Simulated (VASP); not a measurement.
Calculation: PBE GGA with D3 dispersion (Becke-Johnson damping), VASP's PBE PAW potentials (set 64) (plane waves; VASP 6.6.1).

The input files of a VASP run:

**POSCAR**
```
AuAl2
1
    0.0000000000     2.9937365768     2.9937365768
    2.9937365768     0.0000000000     2.9937365768
    2.9937365768     2.9937365768     0.0000000000
Al Au
2 1
Direct
  0.2500000000   0.2500000000   0.2500000000
  0.7500000000   0.7500000000   0.7500000000
  0.0000000000   0.0000000000   0.0000000000
```

File KPOINTS:
```
Automatic mesh
0
Gamma
 10 10 10
```

INCAR:
```
LREAL  =  .FALSE.   ! projection in real space or not
LWAVE  =  .FALSE.
NEDOS  =  601   ! DOS grid
NELM  =  100   ! most electronic steps
LORBIT  =  11
ISMEAR  =  -5   ! tetrahedra, Bloechl
LASPH  =  .TRUE.
LEFG  =  .TRUE.
EDIFF  =  1E-7   ! SCF stop (eV)
ENCUT  =  520   ! plane-wave cut-off (eV)
SYSTEM  =  AuAl2
LMAXMIX  =  6   ! l cut-off of mixed one-centre charges
LCHARG  =  .TRUE.
PREC  =  Accurate
ALGO  =  Normal   ! blocked Davidson
GGA  =  PE   ! PBE
IVDW  =  12
ISIF  =  2   ! forces and stress, cell fixed
```

POTCAR, in this order: Al Au (PBE.64 set). Program: vasp_std.

Output

File OUTCAR:
```
 ion  position               nearest neighbor table
   1  0.250  0.250  0.250-   3 2.59   3 2.59   3 2.59   3 2.59   2 2.99   2 2.99   2 2.99   2 2.99
                             2 2.99   2 2.99
   2  0.750  0.750  0.750-   3 2.59   3 2.59   3 2.59   3 2.59   1 2.99   1 2.99   1 2.99   1 2.99
                             1 2.99   1 2.99
   3  0.000  0.000  0.000-   2 2.59   2 2.59   2 2.59   1 2.59   2 2.59   1 2.59   1 2.59   1 2.59
  LATTYP: Found a face centered cubic cell.
 ALAT       =     5.9874731536
 Subroutine PRICEL returns:
 Original cell was already a primitive cell.
 Subroutine GETGRP returns: Found 48 space group operations
The static configuration has the point symmetry O_h .
The dynamic configuration has the point symmetry O_h .
 Subroutine INISYM returns: Found 48 space group operations
 Subroutine IBZKPT returns following result:
 Found     47 irreducible k-points:

 Following reciprocal coordinates:
            Coordinates               Weight
  0.000000  0.000000  0.000000      1.000000
  0.100000  0.000000  0.000000      8.000000
  0.200000  0.000000  0.000000      8.000000
  0.300000  0.000000  0.000000      8.000000
  0.400000  0.000000  0.000000      8.000000
  0.500000  0.000000  0.000000      4.000000
  0.100000  0.100000  0.000000      6.000000
  0.200000  0.100000  0.000000     24.000000
  0.300000  0.100000  0.000000     24.000000
  0.400000  0.100000  0.000000     24.000000
  0.500000  0.100000  0.000000     24.000000
 -0.400000  0.100000  0.000000     24.000000
 -0.300000  0.100000  0.000000     24.000000
 -0.200000  0.100000  0.000000     24.000000
 -0.100000  0.100000  0.000000     12.000000
  0.200000  0.200000  0.000000      6.000000
  0.300000  0.200000  0.000000     24.000000
  0.400000  0.200000  0.000000     24.000000
  0.500000  0.200000  0.000000     24.000000
 -0.400000  0.200000  0.000000     24.000000
 -0.300000  0.200000  0.000000     24.000000
...
```

### OSZICAR
```
       N       E                     dE             d eps       ncg     rms          rms(c)
DAV:   1     0.609523166477E+02    0.60952E+02   -0.70259E+03  1152   0.117E+03
DAV:   2    -0.113398870554E+02   -0.72292E+02   -0.66965E+02  1284   0.204E+02
DAV:   3    -0.132684331314E+02   -0.19285E+01   -0.19059E+01  1420   0.329E+01
DAV:   4    -0.132845927334E+02   -0.16160E-01   -0.16128E-01  1372   0.351E+00
DAV:   5    -0.132848403537E+02   -0.24762E-03   -0.24742E-03  1396   0.459E-01    0.918E+00
DAV:   6    -0.120994683917E+02    0.11854E+01   -0.64771E+00  1280   0.286E+01    0.405E+00
DAV:   7    -0.120277270697E+02    0.71741E-01   -0.28930E-01  1216   0.639E+00    0.188E+00
DAV:   8    -0.119994181010E+02    0.28309E-01   -0.24838E-02  1328   0.126E+00    0.407E-01
DAV:   9    -0.119983924383E+02    0.10257E-02   -0.35895E-03  1296   0.721E-01    0.185E-01
DAV:  10    -0.119985333677E+02   -0.14093E-03   -0.24382E-04  1236   0.129E-01    0.347E-02
DAV:  11    -0.119985274948E+02    0.58729E-05   -0.70455E-06  1400   0.237E-02    0.129E-02
DAV:  12    -0.119985289575E+02   -0.14628E-05   -0.39554E-06  1192   0.138E-02    0.323E-03
DAV:  13    -0.119985287408E+02    0.21673E-06   -0.18716E-07  1068   0.481E-03    0.793E-04
DAV:  14    -0.119985288232E+02   -0.82425E-07   -0.20426E-08   728   0.132E-03
   1 F= -.13213451E+02 E0= -.13213451E+02  d E =0.000000E+00
```

### OUTCAR
```
------------------------ aborting loop because EDIFF is reached ----------------------------------------
 Edisp (eV)   -1.21492
  FORCE on cell =-STRESS in cart. coord.  units (eV):
  Direction    XX          YY          ZZ          XY          YZ          ZX
  --------------------------------------------------------------------------------------
  Total      -0.00489    -0.00489    -0.00489    -0.00000    -0.00000    -0.00000
  in kB      -0.14601    -0.14601    -0.14601    -0.00000    -0.00000    -0.00000
  external pressure =       -0.15 kB  Pullay stress =        0.00 kB
  volume of cell :       53.66
      direct lattice vectors                 reciprocal lattice vectors
     0.000000000  2.993736577  2.993736577    -0.167015363  0.167015363  0.167015363
     2.993736577  0.000000000  2.993736577     0.167015363 -0.167015363  0.167015363
     2.993736577  2.993736577  0.000000000     0.167015363  0.167015363 -0.167015363
 POSITION                                       TOTAL-FORCE (eV/Angst)
 -----------------------------------------------------------------------------------
      1.49687      1.49687      1.49687         0.000000      0.000000     -0.000000
      4.49060      4.49060      4.49060        -0.000000     -0.000000     -0.000000
      0.00000      0.00000      0.00000         0.000000      0.000000      0.000000
 -----------------------------------------------------------------------------------
    total drift:                                0.000000     -0.000000      0.000000
  FREE ENERGIE OF THE ION-ELECTRON SYSTEM (eV)
  ---------------------------------------------------
  free  energy   TOTEN  =       -13.2134509183 eV

  energy  without entropy=      -13.2134509183  energy(sigma->0) =      -13.21345092

 total charge

# of ion       s       p       d       tot
------------------------------------------
    1        0.395   0.361   0.000   0.755
    2        0.395   0.361   0.000   0.755
    3        0.759   0.706   8.547  10.012
--------------------------------------------------
tot          1.548   1.428   8.547  11.523

 Electric field gradients after diagonalization (V/A^2)
 (convention: |V_zz| > |V_xx| > |V_yy|)
----------------------------------------------------------------------
 ion       V_xx      V_yy      V_zz     asymmetry (V_yy - V_xx)/ V_zz
----------------------------------------------------------------------
   1      -0.000    -0.000     0.000       0.000
   2      -0.000    -0.000     0.000       0.000
   3      -0.000    -0.000     0.001       0.000
```
(Selected blocks of OUTCAR.)

For a metal the tetrahedron method with Blöchl corrections gives inexact stress and forces.

The compound is AuAl2 in the fluorite structure. It was relaxed first. The electron count is odd and the run is not spin-polarised, which forces a metal.
